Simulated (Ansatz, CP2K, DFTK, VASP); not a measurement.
# WS: programs and potentials compared

```
W S
1.0
     3.00789    0.00000    0.00000
     0.00000    3.00789    0.00000
     0.00000    0.00000    3.00789
W S
1 1
Direct
  0.50000 0.50000 0.50000
  0.00000 0.00000 0.00000
```

The cell comes from a database or a generator and needn't be the stable form of this composition.

Alike in all runs: task equation of state; functional PBE; k mesh 9 × 9 × 9; occupations fermi-dirac, width 0.05 eV; no spin polarisation; no spin-orbit coupling.

| program and potentials | plane-wave cutoff (eV) | notes | equilibrium volume (Å³/atom) | bulk modulus (GPa) |
| --- | --- | --- | --- | --- |
| CP2K, POTENTIAL_UZH W GTH-PBE-q14, S GTH-PBE-q6; TZVP-MOLOPT-PBE-GTH basis | - | atomic basis | 13.53 | 243.9 |
| Ansatz, Ansatz PAW (earlier soft set) | 420 | - | 13.63 | 242.3 |
| DFTK, PseudoDojo SR PBE 0.4.1 standard (PBE) | 1007 | - | 13.64 | 242.3 |
| VASP, PBE PAW files S, W_sv, 520 eV | 520 | - | 13.65 | 242.3 |

The equilibrium volume spans 13.53 (CP2K, POTENTIAL_UZH W GTH-PBE-q14, S GTH-PBE-q6; TZVP-MOLOPT-PBE-GTH basis) to 13.65 Å³/atom (VASP, PBE PAW files S, W_sv, 520 eV). The bulk modulus spans 242.3 (VASP, PBE PAW files S, W_sv, 520 eV) to 243.9 GPa (CP2K, POTENTIAL_UZH W GTH-PBE-q14, S GTH-PBE-q6; TZVP-MOLOPT-PBE-GTH basis). Rows in atomic bases carry the error of their basis and grid, which can be large.

Differences between rows come from potentials, basis sets and numerical settings, since the functional is the same but for its coding. Runs on potential files found faulty are left out.
